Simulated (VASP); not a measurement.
Here is the system:

```yaml
crystal:
  lattice:
    - [-1.55399, 1.55399, 1.55399]
    - [1.55399, -1.55399, 1.55399]
    - [1.55399, 1.55399, -1.55399]
  atoms:
    - { symbol: W, position: [0.00000, 0.00000, 0.00000] }
```

Calculation: rev-vdW-DF2, VASP's PBE PAW potentials (set 64) (plane waves; VASP). Settings: 520 eV cut-off, 16×16×16 Γ-centred mesh, first-order Methfessel-Paxton smearing of 0.10 eV, potentials W_sv.

Unless said otherwise, spin-orbit coupling is left out, though it shifts the bands of the heavy elements here.

Task: What does the run give for the energy per atom (σ→0), pressure, band gap (on the k-mesh) with the smallest direct gap where there is one?

Result: 
- band gap (on the k-mesh) = none (metal, semimetal or under 0.01 eV)
- energy per atom (σ→0) = -10.280 eV/atom
- pressure = 21.50 GPa

Total energies compare only between runs with the same potentials, cut-off and functional.

The compound is W in the bcc structure. This cell is one point of a volume scan, at 0.94 of the reference volume.
